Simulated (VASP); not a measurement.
Here is the system:

```yaml
crystal:
  lattice:
    - [0.00000, 2.93047, 2.93047]
    - [2.93047, 0.00000, 2.93047]
    - [2.93047, 2.93047, 0.00000]
  atoms:
    - { symbol: Li, position: [0.25000, 0.25000, 0.25000] }
    - { symbol: Li, position: [0.75000, 0.75000, 0.75000] }
    - { symbol: Se, position: [0.00000, 0.00000, 0.00000] }
```

Method: PBE GGA with D3 dispersion (Becke-Johnson damping), VASP's PBE PAW potentials (set 64) (plane waves; VASP). Run with 520 eV cut-off, 6×6×6 Γ-centred mesh, Gaussian smearing of 0.050 eV, potentials Li_sv Se.

Task: Estimate the energy per atom (σ→0), band gap (on the k-mesh) with the smallest direct gap where there is one.

Result: 
```json
{
 "band gap (on the k-mesh)": "2.91 eV",
 "smallest direct gap (on the k-mesh)": "3.71 eV",
 "energy per atom (σ→0)": "-3982 meV/atom"
}
```

The absolute energy has meaning only against runs of the same code, potentials and settings.

The compound is Li2Se in the antifluorite structure. It was relaxed first, which changed the volume by -7 %. The start is the result of an earlier pass.
